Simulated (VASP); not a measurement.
# CdGeAs2: input slips in a relaxation and what they do

Some relaxations of CdGeAs2 get a fault in the input on purpose. Which of them show, and how? The starting structure is a computed structure from the Materials Project. The first relaxation on each setting starts from this cell expanded by 3 % in volume.

Main program and level: VASP 6.6.1; Kohn-Sham DFT with plane waves and PAW; PBEsol.

### Step 1. The starting structure

It takes space group I-42d (No. 122, tetragonal). The conventional cell has a = 5.978 Å, b = 5.978 Å, c = 11.329 Å, α = 90.00°, β = 90.00°, γ = 90.00°. Nearest to Cd lie 4 As at 2.65 Å. Nearest to As lie 2 Ge at 2.45 Å and 2 Cd at 2.65 Å. Nearest to Ge lie 4 As at 2.45 Å. Farther neighbours are not listed.

### Step 2. Reference relaxation

This run starts from the cell of an earlier relaxation, which isn't shown; the restart sets up the plane waves anew.

The input, INCAR:

```
SYSTEM = CdGeAs2
PREC = Accurate
ENCUT = 450
EDIFF = 1E-06
NELM = 100
ISMEAR = 0
SIGMA = 0.03
LREAL = .FALSE.
ALGO = Normal
GGA = PS
NBANDS = 44
LORBIT = 11
LWAVE = .FALSE.
LCHARG = .FALSE.
KPAR = 8
IBRION = 2
NSW = 50
ISIF = 3
EDIFFG = -0.006
```

The input, POSCAR:

```
CdGeAs2
1.0
   -2.9761966701      2.9761966701      5.6513363428
    2.9761966701     -2.9761966701      5.6513363428
    2.9761966701      2.9761966701     -5.6513363428
Cd As Ge
2 4 2
Direct
    0.5000000000      0.5000000000      0.0000000000
    0.2500000000      0.7500000000      0.5000000000
    0.0994069315      0.1250000000      0.4744069315
    0.3750000000      0.9005930685      0.0255930685
    0.6505930685      0.6250000000      0.5255930685
    0.8750000000      0.3494069315      0.9744069315
    0.7500000000      0.2500000000      0.5000000000
    0.0000000000      0.0000000000      0.0000000000
```

The input, KPOINTS:

```
Automatic mesh
0
Gamma
6 6 6
0 0 0
```

PAW data sets: Cd, As and Ge_d (PBE family, release 64).

The run is started by

```sh
> mpirun -np 8 vasp_std
```

What it wrote:

```text
[banner, memory and clock lines left out]
running    8 mpi-ranks, on    1 nodes
 distrk:  each k-point on    1 cores,    8 groups
 distr:  one band on    1 cores,    1 groups

 POSCAR found type information on POSCAR CdAsGe
 POSCAR found :  3 types and       8 ions
|                                                                             |
|           W    W    AA    RRRRR   N    N  II  N    N   GGGG   !!!           |
|           W    W   A  A   R    R  NN   N  II  NN   N  G    G  !!!           |
|           W    W  A    A  R    R  N N  N  II  N N  N  G       !!!           |
|           W WW W  AAAAAA  RRRRR   N  N N  II  N  N N  G  GGG   !            |
|           WW  WW  A    A  R   R   N   NN  II  N   NN  G    G                |
|           W    W  A    A  R    R  N    N  II  N    N   GGGG   !!!           |
|                                                                             |
|     For optimal performance we recommend to set                             |
|       NCORE = 2 up to number-of-cores-per-socket                            |
|     NCORE specifies how many cores store one orbital (NPAR=cpu/NCORE).      |
|     This setting can greatly improve the performance of VASP for DFT.       |
|     The default, NCORE=1 might be grossly inefficient on modern             |
|     multi-core architectures or massively parallel machines. Do your        |
|     Unfortunately you need to use the default for GW and RPA                |
|     calculations (for HF NCORE is supported but not extensively tested      |
|     yet).                                                                   |
|                                                                             |

|                                                                             |
|               ----> ADVICE to this user running VASP <----                  |
|                                                                             |
|     You enforced a specific xc type in the INCAR file but a different       |
|     [... a line on the potential file left out ...]
|     I HOPE YOU KNOW WHAT YOU ARE DOING!                                     |
|                                                                             |

 LDA part: xc-table for (Slater+PW92), standard interpolation
 POSCAR, INCAR and KPOINTS ok, starting setup
 FFT: planning ... GRIDC
 FFT: planning ... GRID_SOFT
 FFT: planning ... GRID
 WAVECAR not read
 entering main loop
       N       E                     dE             d eps       ncg     rms          rms(c)
DAV:   1     0.660728361323E+03    0.66073E+03   -0.30839E+04  3376   0.246E+03
DAV:   2     0.689206048062E+02   -0.59181E+03   -0.57414E+03  2680   0.761E+02
DAV:   3    -0.284098743096E+02   -0.97330E+02   -0.95563E+02  3000   0.173E+02
DAV:   4    -0.340114616789E+02   -0.56016E+01   -0.55802E+01  3160   0.479E+01
DAV:   5    -0.341282488756E+02   -0.11679E+00   -0.11670E+00  3076   0.711E+00    0.863E+00
DAV:   6    -0.332354115036E+02    0.89284E+00   -0.19820E+00  3072   0.120E+01    0.668E+00
DAV:   7    -0.331372376850E+02    0.98174E-01   -0.79392E-01  3140   0.375E+00    0.280E+00
DAV:   8    -0.331276689895E+02    0.95687E-02   -0.10384E-01  3012   0.263E+00    0.544E-01
DAV:   9    -0.331264299695E+02    0.12390E-02   -0.16631E-02  3088   0.129E+00    0.115E-01
DAV:  10    -0.331261934844E+02    0.23649E-03   -0.18387E-03  2932   0.362E-01    0.468E-02
DAV:  11    -0.331262935847E+02   -0.10010E-03   -0.75067E-04  3132   0.152E-01    0.363E-02
DAV:  12    -0.331262636260E+02    0.29959E-04   -0.18036E-04  2600   0.103E-01    0.152E-02
DAV:  13    -0.331262678950E+02   -0.42690E-05   -0.10271E-05  2704   0.220E-02    0.831E-03
DAV:  14    -0.331262660960E+02    0.17990E-05   -0.67143E-06  2864   0.204E-02    0.971E-04
DAV:  15    -0.331262660973E+02   -0.13479E-08   -0.10827E-06  1652   0.473E-03
   1 F= -.33126266E+02 E0= -.33126266E+02  d E =-.331263E+02
[...]
2 F= -.33126299E+02 E0= -.33126299E+02  d E =-.325556E-04
[...]
3 F= -.33126298E+02 E0= -.33126298E+02  d E =-.317208E-04
[...]
4 F= -.33126298E+02 E0= -.33126298E+02  d E =-.320894E-04
 curvature:  -0.13 expect dE=-0.358E-05 dE for cont linesearch -0.544E-09
 trial: gam= 0.39607 g(F)=  0.191E-06 g(S)=  0.271E-04 ort = 0.528E-06 (trialstep = 0.972E+00)
 search vector abs. value=  0.382E-04
 bond charge predicted
       N       E                     dE             d eps       ncg     rms          rms(c)
DAV:   1    -0.331263870869E+02   -0.88723E-04   -0.29976E-03  2928   0.327E-01    0.554E-02
DAV:   2    -0.331263421541E+02    0.44933E-04   -0.78273E-05  3372   0.946E-02    0.326E-02
DAV:   3    -0.331263180709E+02    0.24083E-04   -0.23843E-05  3508   0.456E-02    0.828E-03
DAV:   4    -0.331263176799E+02    0.39099E-06   -0.60893E-06  2752   0.182E-02
   5 F= -.33126318E+02 E0= -.33126318E+02  d E =-.194932E-04
 trial-energy change:   -0.000019  1 .order   -0.000020   -0.000027   -0.000014
 step:   2.0370(harm=  2.0370)  dis= 0.00009  next Energy=   -33.126326 (dE=-0.280E-04)
 reached required accuracy - stopping structural energy minimisation
```

Run time: 2.5 min. Hardware: 8 MPI ranks of Intel Xeon Platinum 8259CL at 2.50GHz (Skylake/Cascade Lake), shared host; peak memory 4.2 GiB; 19 min of CPU time.

Lines that name or quote the potential files are left out of all logs, and their timing lines are given in words.

Parts of OUTCAR (step 2):

```text
ion  position               nearest neighbor table
   1  0.500  0.500  0.000-   5 2.63   4 2.63   6 2.63   3 2.63
   2  0.250  0.750  0.500-   4 2.63   3 2.63   5 2.63   6 2.63
   3  0.099  0.125  0.474-   7 2.45   8 2.45   1 2.63   2 2.63
   4  0.375  0.901  0.026-   7 2.45   8 2.45   1 2.63   2 2.63
   5  0.651  0.625  0.526-   7 2.45   8 2.45   2 2.63   1 2.63
   6  0.875  0.349  0.974-   7 2.45   8 2.45   2 2.63   1 2.63
   7  0.750  0.250  0.500-   3 2.45   4 2.45   5 2.45   6 2.45
   8  0.000  0.000  0.000-   3 2.45   4 2.45   5 2.45   6 2.45

  LATTYP: Found a body centered tetragonal cell.
 ALAT       =     5.9523933402
 C/A-ratio  =     1.8988450594

 Subroutine GETGRP returns: Found  8 space group operations
 (whereof  4 operations were pure point group operations)

The static configuration has the point symmetry S_4 .
 The point group associated with its full space group is D_2d.

 Found     30 irreducible k-points:

   k-points           NKPTS =     30   k-points in BZ     NKDIM =     30   number of bands    NBANDS=     44

   dimension x,y,z NGX =    50 NGY =   50 NGZ =   50
   dimension x,y,z NGXF=   100 NGYF=  100 NGZF=  100

   ENCUT  =  450.0 eV  33.07 Ry    5.75 a.u.  12.19 12.19 12.19*2*pi/ulx,y,z

   NELECT =      72.0000    total number of electrons

 k-points in reciprocal lattice and weights: Automatic mesh
   0.00000000  0.00000000  0.00000000       0.005
   0.16666667  0.00000000  0.00000000       0.037
   0.33333333  0.00000000  0.00000000       0.037
   0.50000000  0.00000000  0.00000000       0.019
   0.16666667  0.16666667  0.00000000       0.037
   0.33333333  0.16666667  0.00000000       0.074
   0.50000000  0.16666667  0.00000000       0.074
  -0.33333333  0.16666667  0.00000000       0.074
  -0.16666667  0.16666667  0.00000000       0.019
[...]
-0.33333333 -0.33333333  0.33333333       0.009
   0.50000000  0.50000000  0.50000000       0.005

 average (electrostatic) potential at core
       1 -38.4813       2 -38.4813       3 -51.2464       4 -51.2464       5 -51.2464
       6 -51.2464       7 -76.3056       8 -76.3056

 E-fermi :   2.9228

 k-point     1 :       0.0000    0.0000    0.0000
  band No.  band energies     occupation
    ...
     32       0.7260      2.00000
     33       0.7260      2.00000
     34       2.7003      2.00000
     35       2.8034      2.00000
     36       2.8034      2.00000
     37       3.0188      0.00001
     38       4.1552      0.00000
     39       4.5828      0.00000
     40       5.7874      0.00000
     41       5.7874      0.00000
    ...

 k-point     2 :       0.1667    0.0000    0.0000
  band No.  band energies     occupation
    ...
     32       0.7019      2.00000
     33       0.8574      2.00000
     34       1.3549      2.00000
     35       2.4683      2.00000
     36       2.8178      2.00000
     37       3.9580      0.00000
     38       4.5925      0.00000
     39       4.9997      0.00000
     40       5.4976      0.00000
     41       5.8429      0.00000
    ...

 k-point     3 :       0.3333    0.0000    0.0000
  band No.  band energies     occupation
    ...
     32       0.1008      2.00000
     33       0.7456      2.00000
     34       1.3937      2.00000
     35       1.8688      2.00000
     36       2.4912      2.00000
     37       4.5193      0.00000
     38       4.8142      0.00000
     39       5.5320      0.00000
     40       5.8322      0.00000
     41       5.9701      0.00000
    ...

  Total       -0.0210072     -0.0210072      0.0174767      0.0000000      0.0000000      0.0000000
  in kB       -0.1681984     -0.1681984      0.1399306      0.0000000      0.0000000      0.0000000
  external PRESSURE =      -0.0654887 kB  Pullay stress =       0.0000000 kB

  energy-cutoff  :      450.00
  volume of cell :      200.10
      direct lattice vectors                 reciprocal lattice vectors
    -2.974577652  2.974577652  5.653882050     0.000000000  0.168091090  0.088434813
     2.974577652 -2.974577652  5.653882050     0.168091090  0.000000000  0.088434813
     2.974577652  2.974577652 -5.653882050     0.168091090  0.168091090  0.000000000

 POSITION                                       TOTAL-FORCE (eV/Angst)
 -----------------------------------------------------------------------------------
      0.00000      0.00000      5.65388        -0.000000     -0.000000     -0.000000
      2.97458      0.00000      2.82694        -0.000000      0.000000     -0.000000
      1.48729      1.33507     -1.41347        -0.000000      0.001232      0.000000
      1.63951     -1.48729      7.06735        -0.001232      0.000000     -0.000000
      1.48729      1.63951      4.24041        -0.000000     -0.001232     -0.000000
      1.33507      4.46187      1.41347         0.001232      0.000000      0.000000
      0.00000      2.97458      2.82694        -0.000000     -0.000000      0.000000
      0.00000      0.00000     -0.00000        -0.000000      0.000000     -0.000000
 -----------------------------------------------------------------------------------
    total drift:                               -0.000002     -0.000002      0.000004

  FREE ENERGIE OF THE ION-ELECTRON SYSTEM (eV)
  ---------------------------------------------------
  free  energy   TOTEN  =       -33.1263176799 eV

  energy  without entropy=      -33.1263176741  energy(sigma->0) =      -33.12631768

 reached required accuracy - stopping structural energy minimisation

 total charge
# of ion       s       p       d       tot
------------------------------------------
    1        0.500   0.367   9.506  10.373
    2        0.500   0.367   9.506  10.373
    3        1.234   1.523   0.032   2.788
    4        1.234   1.523   0.032   2.788
    5        1.234   1.523   0.032   2.788
    6        1.234   1.523   0.032   2.788
    7        1.129   1.150  10.056  12.336
    8        1.129   1.150  10.056  12.336
--------------------------------------------------
tot          8.192   9.124  39.253  56.569

[... 3 further parts left out ...]
```

CONTCAR:

```
CdGeAs2
   1.00000000000000
    -2.9745776517333749    2.9745776517333749    5.6538820502001856
     2.9745776517333749   -2.9745776517333749    5.6538820502001856
     2.9745776517333749    2.9745776517333749   -5.6538820502001856
  Cd              As              Ge
     2     4     2
Direct
     0.5000000000000000    0.5000000000000000    0.0000000000000000
     0.2500000000000000    0.7500000000000000    0.5000000000000000
     0.0994127414824244    0.1250000000000000    0.4744127414824244
     0.3750000000000000    0.9005872585175756    0.0255872585175756
     0.6505872585175756    0.6250000000000000    0.5255872585175756
     0.8750000000000000    0.3494127414824244    0.9744127414824244
     0.7500000000000000    0.2500000000000000    0.5000000000000000
     0.0000000000000000    0.0000000000000000    0.0000000000000000
```

The PAW data sets were made with PBE, which is usual practice but a small mismatch for other functionals. The run keeps the 8 symmetry operations of its start, so it cannot find a distortion of lower symmetry.

The reference relaxation ends at 25.013 Å³ an atom.

### Step 3. Relaxation with a functional's name that the tag doesn't take

A slip made on purpose: a functional's name that the tag doesn't take. Against step 2 the input has GGA = PBESOL (also changed: NELM).

Edit INCAR of step 2 so:

```diff
@@ -4,3 +4,3 @@
 EDIFF = 1E-06
-NELM = 100
+NELM = 60
 ISMEAR = 0
@@ -9,3 +9,3 @@
 ALGO = Normal
-GGA = PS
+GGA = PBESOL
 NBANDS = 44
```

The input, POSCAR:

```
CdGeAs2
1.0
   -3.0184693049      3.0184693049      5.7203824730
    3.0184693049     -3.0184693049      5.7203824730
    3.0184693049      3.0184693049     -5.7203824730
Cd As Ge
2 4 2
Direct
    0.5000000000      0.5000000000      0.0000000000
    0.2500000000      0.7500000000      0.5000000000
    0.0962175700      0.1250000000      0.4712175700
    0.3750000000      0.9037824300      0.0287824300
    0.6537824300      0.6250000000      0.5287824300
    0.8750000000      0.3462175700      0.9712175700
    0.7500000000      0.2500000000      0.5000000000
    0.0000000000      0.0000000000      0.0000000000
```

KPOINTS is that of step 2.

The run is started by

```sh
> mpirun -np 8 vasp_std
```

What it wrote:

```text
[banner, memory and clock lines left out]
running    8 mpi-ranks, on    1 nodes
[...]
|                                                                             |
|           W    W    AA    RRRRR   N    N  II  N    N   GGGG   !!!           |
|           W    W   A  A   R    R  NN   N  II  NN   N  G    G  !!!           |
|           W    W  A    A  R    R  N N  N  II  N N  N  G       !!!           |
|           W WW W  AAAAAA  RRRRR   N  N N  II  N  N N  G  GGG   !            |
|           WW  WW  A    A  R   R   N   NN  II  N   NN  G    G                |
|           W    W  A    A  R    R  N    N  II  N    N   GGGG   !!!           |
|                                                                             |
|     For optimal performance we recommend to set                             |
|       NCORE = 2 up to number-of-cores-per-socket                            |
|     NCORE specifies how many cores store one orbital (NPAR=cpu/NCORE).      |
|     This setting can greatly improve the performance of VASP for DFT.       |
[...]
|     calculations (for HF NCORE is supported but not extensively tested      |
|     yet).                                                                   |
|                                                                             |

|                                                                             |
|     EEEEEEE  RRRRRR   RRRRRR   OOOOOOO  RRRRRR      ###     ###     ###     |
|     E        R     R  R     R  O     O  R     R     ###     ###     ###     |
|     E        R     R  R     R  O     O  R     R     ###     ###     ###     |
|     EEEEE    RRRRRR   RRRRRR   O     O  RRRRRR       #       #       #      |
|     E        R   R    R   R    O     O  R   R                               |
|     E        R    R   R    R   O     O  R    R      ###     ###     ###     |
|     EEEEEEE  R     R  R     R  OOOOOOO  R     R     ###     ###     ###     |
|                                                                             |
|     Error: One of the selected functionals does not exist.                  |
|                                                                             |
|       ---->  I REFUSE TO CONTINUE WITH THIS SICK JOB ... BYE!!! <----       |
|                                                                             |

1
1
1
1
1
1
1
1
```

Wall time 5.8 s (8 MPI ranks).

VASP stopped with this message: “Error: One of the selected functionals does not exist”.

[end of part 1 of 2]

[Lines on the potential files, build, host, timing and source positions are cut from VASP's logs without a mark.]

[Logs are printed without paths, hosts, clocks, repeated set-up lines and the standing remarks that a program may print on its own settings, such as how far it seeks lower states.]

[Hosts, paths, dates, database ids (printed as entryN), source tags and the programs' standing remarks are cut or masked in the printed files.]
